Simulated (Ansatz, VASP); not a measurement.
## Ga2O3 (Ga2O3 (C2/m)): VASP beside Ansatz

Wanted: the spread between two codes on one cell, functional and k mesh. The cell is taken from a series of runs on this material, whose earlier steps may have relaxed, scaled, displaced or heated it; both programs get it as it stands.

Main program and level: Ansatz 0.2.0; plane waves, with VASP 6.6.1 beside it; single point at PBE0.

## (1) Set-up

The cell holds 60 atoms: 24 Ga and 36 O. Its edges and angles: a = 12.456 Å, b = 9.250 Å, c = 5.877 Å, α = 90.0°, β = 103.7°, γ = 90.0°.

## (2) Ansatz: single point, PBE0

Ansatz runs on its PAW soft_1 files.

A single point gives forces, pressure and levels at one fixed geometry, so differences don't come from the geometry; what else differs is listed under the comparison.

The input, input.yaml:

```yaml
crystal:
  lattice:
    - [12.45595399, 0.0, 0.01345732]
    - [0.0, 9.24966231, 0.0]
    - [-1.397717475, 0.0, 5.70857697]
  atoms:
    - { symbol: Ga, position: [0.3423096286257, 6.43879815624e-35, 0.684415014142] }
    - { symbol: Ga, position: [0.8423096286257, 0.1666666666667, 0.684415014142] }
    - { symbol: Ga, position: [0.1576903713743, 0.1666666666667, 0.315584985858] }
    - { symbol: Ga, position: [0.6576903713743, -7.312149624098e-35, 0.315584985858] }
    - { symbol: Ga, position: [0.4108033445112, 0.1666666666667, 0.2053485654307] }
    - { symbol: Ga, position: [0.9108033445112, 4.183122179655e-35, 0.2053485654307] }
    - { symbol: Ga, position: [0.0891966554888, -4.275662732541e-35, 0.7946514345693] }
    - { symbol: Ga, position: [0.5891966554888, 0.1666666666667, 0.7946514345693] }
    - { symbol: O, position: [0.004621851708132, 0.1666666666667, 0.7414890067519] }
    - { symbol: O, position: [0.5046218517081, -8.487703834972e-36, 0.7414890067519] }
    - { symbol: O, position: [0.4953781482919, 1.103256903933e-35, 0.2585109932481] }
    - { symbol: O, position: [0.9953781482919, 0.1666666666667, 0.2585109932481] }
    - { symbol: O, position: [0.3252800469741, 0.1666666666667, 0.4319358902685] }
    - { symbol: O, position: [0.8252800469741, 1.355285315932e-34, 0.4319358902685] }
    - { symbol: O, position: [0.1747199530259, -1.368877209637e-34, 0.5680641097315] }
    - { symbol: O, position: [0.6747199530259, 0.1666666666667, 0.5680641097315] }
    - { symbol: O, position: [0.1583986281051, 2.795013886372e-35, 0.1101500473752] }
    - { symbol: O, position: [0.6583986281051, 0.1666666666667, 0.1101500473752] }
    - { symbol: O, position: [0.3416013718949, 0.1666666666667, 0.8898499526248] }
    - { symbol: O, position: [0.8416013718949, -1.547162368555e-36, 0.8898499526248] }
    - { symbol: Ga, position: [0.3423096286257, 0.3333333333333, 0.684415014142] }
    - { symbol: Ga, position: [0.8423096286257, 0.5, 0.684415014142] }
    - { symbol: Ga, position: [0.1576903713743, 0.5, 0.315584985858] }
    - { symbol: Ga, position: [0.6576903713743, 0.3333333333333, 0.315584985858] }
    - { symbol: Ga, position: [0.4108033445112, 0.5, 0.2053485654307] }
    - { symbol: Ga, position: [0.9108033445112, 0.3333333333333, 0.2053485654307] }
    - { symbol: Ga, position: [0.0891966554888, 0.3333333333333, 0.7946514345693] }
    - { symbol: Ga, position: [0.5891966554888, 0.5, 0.7946514345693] }
    - { symbol: O, position: [0.004621851708132, 0.5, 0.7414890067519] }
    - { symbol: O, position: [0.5046218517081, 0.3333333333333, 0.7414890067519] }
    - { symbol: O, position: [0.4953781482919, 0.3333333333333, 0.2585109932481] }
    - { symbol: O, position: [0.9953781482919, 0.5, 0.2585109932481] }
    - { symbol: O, position: [0.3252800469741, 0.5, 0.4319358902685] }
    - { symbol: O, position: [0.8252800469741, 0.3333333333333, 0.4319358902685] }
    - { symbol: O, position: [0.1747199530259, 0.3333333333333, 0.5680641097315] }
    - { symbol: O, position: [0.6747199530259, 0.5, 0.5680641097315] }
    - { symbol: O, position: [0.1583986281051, 0.3333333333333, 0.1101500473752] }
    - { symbol: O, position: [0.6583986281051, 0.5, 0.1101500473752] }
    - { symbol: O, position: [0.3416013718949, 0.5, 0.8898499526248] }
    - { symbol: O, position: [0.8416013718949, 0.3333333333333, 0.8898499526248] }
    - { symbol: Ga, position: [0.3423096286257, 0.6666666666667, 0.684415014142] }
    - { symbol: Ga, position: [0.8423096286257, 0.8333333333333, 0.684415014142] }
    - { symbol: Ga, position: [0.1576903713743, 0.8333333333333, 0.315584985858] }
    - { symbol: Ga, position: [0.6576903713743, 0.6666666666667, 0.315584985858] }
    - { symbol: Ga, position: [0.4108033445112, 0.8333333333333, 0.2053485654307] }
    - { symbol: Ga, position: [0.9108033445112, 0.6666666666667, 0.2053485654307] }
    - { symbol: Ga, position: [0.0891966554888, 0.6666666666667, 0.7946514345693] }
    - { symbol: Ga, position: [0.5891966554888, 0.8333333333333, 0.7946514345693] }
    - { symbol: O, position: [0.004621851708132, 0.8333333333333, 0.7414890067519] }
    - { symbol: O, position: [0.5046218517081, 0.6666666666667, 0.7414890067519] }
    - { symbol: O, position: [0.4953781482919, 0.6666666666667, 0.2585109932481] }
    - { symbol: O, position: [0.9953781482919, 0.8333333333333, 0.2585109932481] }
    - { symbol: O, position: [0.3252800469741, 0.8333333333333, 0.4319358902685] }
    - { symbol: O, position: [0.8252800469741, 0.6666666666667, 0.4319358902685] }
    - { symbol: O, position: [0.1747199530259, 0.6666666666667, 0.5680641097315] }
    - { symbol: O, position: [0.6747199530259, 0.8333333333333, 0.5680641097315] }
    - { symbol: O, position: [0.1583986281051, 0.6666666666667, 0.1101500473752] }
    - { symbol: O, position: [0.6583986281051, 0.8333333333333, 0.1101500473752] }
    - { symbol: O, position: [0.3416013718949, 0.8333333333333, 0.8898499526248] }
    - { symbol: O, position: [0.8416013718949, 0.6666666666667, 0.8898499526248] }
basis:
  ecutwfc: 420.0
  ecutrho_ratio: 4
  xc_grid: 2
  fft_grid_basis: typed
  precision: f64
kpoints:
  mp_grid: { grid: [1, 1, 2] }
hamiltonian:
  xc: pbe0
  pseudopotentials:
    kind: paw
    azcp: { folder: soft_1, O: "soft_1/O.paw.azcp", Ga: "soft_1/Ga.paw.azcp" }
scf:
  max_iter: 100
  occupations: { method: fixed }
output:
  forces: true
checkpoint:
  write: "../host.hyb.run"
  compress: false
  write_wavefunctions: true
  write_every: 100000
```

The run is started by

```console
$ ansatz run input.yaml --threads 32 --pin off --max-ram 84787MiB --backend cuda --events-out ev --progress --plain --runs-dir out --max-vram 78GiB
```

Numbers of over 12 decimals in the logs are rounded to 6 here.

Log:

```text
Engine: ansatz 0.2.0, aarch64-unknown-linux-gnu
Pseudopotentials: kind: paw
Pseudopotential: Ga, paw, valence charge 13, recommended cutoff 420 eV (normal), soft_1/Ga.paw.azcp
Pseudopotential: O, paw, valence charge 6, recommended cutoff 420 eV (normal), soft_1/O.paw.azcp
Functional definition: PBE0
  parameter a = 0.25
  parameter kappa = 0.804
  parameter beta = 0.066725
  exchange = (1 - a)*pbe_x(kappa = kappa, mu = beta*pi^2/3) + a*exact_x
  correlation = pbe_c(beta = beta)
davidson cushion auto → on  (no smearing: the cushion is to keep the highest requested band from converging to the state above it; pin scf.eigensolver.cushion to override)
device memory: the entry about to start is reckoned to put 5.5 GiB on a device that reports 137.3 GiB free (of which the cap on the GPU budget leaves the run 78.0 GiB)
GPU FFT provider: cuFFT
GPU libraries: cuBLAS 13.8.1, cuFFT 12.4.0, cuSOLVER 12.3.2
Crystal: 60 atoms, lattice volume = 657.878 Å³
Basis set: ecut = 420 eV, 12901 PW (Γ), exchange–correlation on 180×128×80 points (8 copies of the dense FFT grid, shifted against one another)
Bands: 324, of which v1, the nominal top of the filled ones, is band 264 counted from 1 (263 counted from 0)
Symmetry: 24 space group operations
Space group: C2/m (ITA 12), of the structure as read, at distance tolerance 8.7e-5 Å
k-points: 2
Non-local potential: Ga, projectors of the file, l = 0: 2, l = 1: 2, l = 2: 3, l = 3: 1
Non-local potential: O, projectors of the file, l = 0: 2, l = 1: 2, l = 2: 1
PAW form: soft (Blöchl's): semilocal exchange-correlation on the pseudo side does not see the compensation charge
PAW frozen core: Ga, regenerated for the run's functional, and the local potential with it (the file was generated under x = pbe(κ = 0.804, μ = 0.219515), c = pbe(β = 0.066725))
PAW frozen core: O, regenerated for the run's functional, and the local potential with it (the file was generated under x = pbe(κ = 0.804, μ = 0.219515), c = pbe(β = 0.066725))
PAW one-centre angular grid: Ga, 590 points (default); XC on 64 Gauss nodes
PAW one-centre angular grid: O, 110 points (default); XC on 64 Gauss nodes
Initial density: superposition of atomic densities (chi_scale 0.1, normalization cell, long waves kept (reshape's long-wave potential 0.03 eV rms))
Initial wavefunctions: pseudopotential atomic-orbital guess
GPU buffer pool allocated for 230400 grid points (all kernels)
GPU transforms: local potential and band sums: pruned to the plane-wave sphere, on 81×64×40
Functional: x = pbe(κ = 0.804, μ = 0.219515), c = pbe(β = 0.066725), warm-up for x = 0.75 pbe(κ = 0.804, μ = 0.219515) + 0.25 exact, c = pbe(β = 0.066725)
SCF iter   1: F=—  HF=-111254.074442 eV  |Δ(HF+E_count)|=         —  Δρ=1.21e-1  dr2=4.63e1  Hψ=1926
preconditioner: auto → none  [insulator: Δε(μ)=2.579 eV  Ē_g=18.565 eV  n_scr=202 (ndim 8)  ℏωp=33.3 eV  f_vac=0.000]
SCF iter   2: F=—  HF=-111241.777789 eV  |Δ(HF+E_count)|=    1.23e1  Δρ=4.51e-2  dr2=5.20e0  Hψ=1803
SCF iter   3: F=—  HF=-111240.570226 eV  |Δ(HF+E_count)|=    1.21e0  Δρ=2.02e-2  dr2=1.93e0  Hψ=1854
SCF iter   4: F=—  HF=-111240.313055 eV  |Δ(HF+E_count)|=   2.57e-1  Δρ=1.05e-2  dr2=6.40e-1  Hψ=1708
iter 5 solved again at ethr=2.03e-6 eV; its pass at ethr=1.21e-4 eV (dr2=1.07e-2 eV) is discarded
SCF iter   5: F=—  HF=-111240.166106 eV  |Δ(HF+E_count)|=   1.47e-1  Δρ=2.05e-3  dr2=1.19e-2  Hψ=3845
SCF iter   6: F=—  HF=-111240.172968 eV  |Δ(HF+E_count)|=   6.86e-3  Δρ=9.13e-4  dr2=3.39e-3  Hψ=1646
SCF iter   7: F=-111240.175752 eV  HF=-111240.175747 eV  |Δ(HF+E_count)|=   2.78e-3  Δρ=1.29e-4  dr2=5.99e-5  Hψ=1839
SCF 1 stopped early in 7 iterations: F = -111240.175752 eV  dr2 = 5.99e-5
  greatest PAW one-centre occupation: 0.997 electrons in one spin orbital (limit 2), on the Ga atom at site 41 (counted from 0), in its partial waves of l = 2
device memory: the entry about to start is reckoned to put 7.3 GiB (of the 7.9 GiB reckoned in all, the device holds 0.6 GiB already) on a device that reports 136.7 GiB free (of which the cap on the GPU budget leaves the run 77.4 GiB)
GPU FFT provider: cuFFT
GPU libraries: cuBLAS 13.8.1, cuFFT 12.4.0, cuSOLVER 12.3.2
Initial density: handed on by an earlier stage of this run
Initial wavefunctions: those handed on with the density
GPU buffer pool allocated for 230400 grid points (all kernels)
GPU transforms: local potential and band sums: pruned to the plane-wave sphere, on 81×64×40
Functional: x = 0.75 pbe(κ = 0.804, μ = 0.219515) + 0.25 exact, c = pbe(β = 0.066725)
Exchange kernel: α = 0.2500, full range, Wigner–Seitz truncation, v(0) = 4094.8441 eV·Å³, q-mesh 1×1×2, nearest image of the exchange supercell L = 9.25 Å, pair-density grid 64×48×32, without the augmentation charges, whose exchange is taken in its separable form by FFT convolution over the k-point mesh (sized by the pseudopotential files, 81×64×40 at the most), smooth part of the exact exchange by density-matrix con
Frozen-core exchange: fock
SCF iter   1: F=—  HF=-111251.587159 eV  |Δ(HF+E_count)|=         —  Δρ=1.69e-2  dr2=8.05e-1  Hψ=4288
preconditioner: auto → none  [insulator: Δε(μ)=4.540 eV  Ē_g=21.421 eV  n_scr=202 (ndim 8)  ℏωp=33.3 eV  f_vac=0.028]
SCF iter   2: F=—  HF=-111251.278660 eV  |Δ(HF+E_count)|=   3.08e-1  Δρ=3.13e-3  dr2=9.37e-2  Hψ=3058
SCF iter   3: F=—  HF=-111251.601828 eV  |Δ(HF+E_count)|=   3.23e-1  Δρ=2.90e-3  dr2=2.78e-2  Hψ=3297
SCF iter   4: F=—  HF=-111251.593289 eV  |Δ(HF+E_count)|=   8.54e-3  Δρ=4.11e-4  dr2=1.68e-3  Hψ=2627
SCF iter   5: F=—  HF=-111251.598695 eV  |Δ(HF+E_count)|=   5.41e-3  Δρ=3.46e-4  dr2=5.36e-4  Hψ=2185
SCF iter   6: F=-111251.598670 eV  HF=-111251.598680 eV  |Δ(HF+E_count)|=   1.49e-5  Δρ=1.02e-4  dr2=7.36e-5  Hψ=1642
SCF 2 stopped early in 6 iterations: F = -111251.598670 eV  dr2 = 7.36e-5
  Residual-converged pass: ⟨swp⟩=4.0  Hψ=2136  notcnv=0  max |occ|·‖R‖ = 6.3e-6 eV (tolerance 6.7e-6 eV)  dr2=7.56e-5  dr2_onsite=2.31e-5  max |Δocc| = 0.0e0
hybrid outer 1: dexx = +3.725e-1 eV, tail = 1.66e-3 eV
GPU FFT provider: cuFFT
GPU libraries: cuBLAS 13.8.1, cuFFT 12.4.0, cuSOLVER 12.3.2
GPU buffer pool allocated for 230400 grid points (all kernels)
GPU transforms: local potential and band sums: pruned to the plane-wave sphere, on 81×64×40
Exchange kernel: α = 0.2500, full range, Wigner–Seitz truncation, v(0) = 4094.8441 eV·Å³, q-mesh 1×1×2, nearest image of the exchange supercell L = 9.25 Å, pair-density grid 64×48×32, without the augmentation charges, whose exchange is taken in its separable form by FFT convolution over the k-point mesh (sized by the pseudopotential files, 81×64×40 at the most), smooth part of the exact exchange by density-matrix con
Frozen-core exchange: fock
SCF iter   1: F=—  HF=-111251.589677 eV  |Δ(HF+E_count)|=         —  Δρ=1.01e-4  dr2=6.25e-5  Hψ=1548
preconditioner: auto → none  [insulator: Δε(μ)=4.579 eV  Ē_g=21.328 eV  n_scr=202 (ndim 8)  ℏωp=33.3 eV  f_vac=0.034]
SCF iter   2: F=—  HF=-111251.589711 eV  |Δ(HF+E_count)|=   3.42e-5  Δρ=3.56e-5  dr2=1.08e-5  Hψ=2597
SCF iter   3: F=—  HF=-111251.589739 eV  |Δ(HF+E_count)|=   2.78e-5  Δρ=1.60e-5  dr2=9.20e-7  Hψ=2163
SCF iter   4: F=—  HF=-111251.589740 eV  |Δ(HF+E_count)|=   1.22e-6  Δρ=1.12e-5  dr2=5.41e-7  Hψ=1974
SCF iter   5: F=-111251.589740 eV  HF=-111251.589740 eV  |Δ(HF+E_count)|=   2.95e-8  Δρ=3.86e-6  dr2=3.64e-8  Hψ=1591
SCF 3 converged in 5 iterations: F = -111251.589740 eV  dr2 = 3.64e-8
  Residual-converged pass: ⟨swp⟩=3.0  Hψ=1747  notcnv=0  max |occ|·‖R‖ = 2.3e-6 eV (tolerance 2.4e-6 eV)  dr2=3.45e-8  dr2_onsite=2.03e-8  max |Δocc| = 0.0e0
  greatest PAW one-centre occupation: 0.997 electrons in one spin orbital (limit 2), on the Ga atom at site 43 (counted from 0), in its partial waves of l = 2
hybrid outer 2: dexx = +2.852e-5 eV, tail = 9.56e-7 eV, Δε = 4.63e-3 eV (about 1.42e-4 eV left of the loop's levels), ΔF = 4.61e-3 eV/Å (tail 9.74e-4)
hybrid SCF converged: 2 outer / 11 inner (+7 warm-up), last move |dexx| = 2.85e-5 eV, tail = 9.56e-7 eV
Stability not checked: this state was not tested for a lower state beside it, because the functional holds exact exchange (a hybrid, or Hartree-Fock), whose exchange loop this test does not read (fock_operator; see scf.lower_state_search)
Free energy (F): -111251.589734 eV
Frozen-core exchange: fock
Harris-Foulkes:  -111251.589734 eV  (|F-HF|=4.64e-9)
Internal energy: -111251.589734 eV  (E = F + TS)
E sigma→0 (E₀):  -111251.589734 eV
Fermi energy:    5.833823 eV
--- Per-component energies (eV) ---
  E_band       = -2347.829224
  E_kinetic    = 8766.649524
  E_local      = -43275.787824  (includes V_loc(G=0)·N_el)
  E_nonlocal   = -204.883353
  E_hartree    = 25174.759225
  E_xc         = -3120.242557
  E_vxc        = -3531.410066  (∫ρ·V_xc dr)
  E_exx        = -2085.496355  (= α·E_x^exact, valence–valence)
  E_paw        = -52817.094803  (= ΣΔE_a)
  E_vpaw       = -10280.947135  (= ΣTr[D̂ρ^β])
  E_aug_tail   = 0.022905  (compensation charges beyond the density's cutoff)
  E_ewald      = -43690.077838
  E_core_change = 0.561313  (= ΣΔE_core)
  E_smearing   = -0.000000  (= −TS)
  E_closure    = 0.000030  (closes the sum)
  Σ components = -111251.589734   (vs F -111251.589734, Δ=1.46e-11)
--- Forces (eV/Å), atoms counted from 1 ---
  atom   1  Ga    -0.02828039     0.00000000     0.01497260
  atom   2  Ga    -0.02828039     0.00000000     0.01497260
  atom   3  Ga     0.02828039    -0.00000000    -0.01497260
  atom   4  Ga     0.02828039    -0.00000000    -0.01497260
  atom   5  Ga     0.00735376     0.00000000     0.00923352
  atom   6  Ga     0.00735376     0.00000000     0.00923352
  [... 54 more lines of this table ...]
  max |Σ_I F_I| component: 1.39e-17 eV/Å
--- Band table (eV) ---
  k-point 0: bands = ["-14.2920", "-13.9282", "-13.8543", "-13.6501", "-13.6501", "-13.4213", "-13.4213", "-13.3658", "-13.3658", "-13.2653", "-13.2348", "-13.2196", "-13.1205", "-13.0681", "-13.0681"
  k-point 1: bands = ["-14.0183", "-13.8977", "-13.6351", "-13.5568", "-13.4772", "-13.4772", "-13.3741", "-13.3609", "-13.3609", "-13.2614", "-13.2614", "-13.2524", "-13.2524", "-13.2484", "-13.0916"
  guard bands above this table: 30 of the run's 324 bands. The solve was not asked for them (output.publish_guard_bands: true or output.eigenvalues: true publishes all)
```

In the SCF lines HF is the Harris–Foulkes energy and dr2 the Hartree energy of the density residual, in eV; the loop may stop once dr2 is under the threshold and the program's other checks hold. Hψ counts applications of the Hamiltonian.

(Part 1 of 2 ends here.)

[Lines on the potential files, build, host, timing and source positions are cut from VASP's logs without a mark.]

[Logs are printed without paths, hosts, clocks, repeated set-up lines and the standing remarks that a program may print on its own settings, such as how far it seeks lower states.]

[Hosts, paths, dates, database ids (printed as entryN), source tags and the programs' standing remarks are cut or masked in the printed files.]
